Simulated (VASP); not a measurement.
Consider the following.

```
CELL_PARAMETERS angstrom
     -1.98448     1.98448     1.98448
      1.98448    -1.98448     1.98448
      1.98448     1.98448    -1.98448
ATOMIC_POSITIONS crystal
  Y  0.00000 0.00000 0.00000
```

These are PBEsol GGA, VASP's PBE PAW potentials (set 64) (plane waves; VASP) values and carry that method's errors. Numerical set-up: 400 eV cut-off, 14×14×14 Γ-centred mesh, tetrahedra with Blöchl corrections, potentials Y_sv.

**Question.** What does the run give for the energy per atom (σ→0), band gap (on the k-mesh) with the smallest direct gap where there is one?

**Answer.** 
```json
{
  "band gap (on the k-mesh)": "none (metal, semimetal or under 0.01 eV)",
  "energy per atom (σ→0)": "-6.690 eV/atom"
}
```

The structure was generated: Y was put into the bcc type (Im-3m), which need not be its known phase. It was relaxed first, which changed the volume by -5 %.
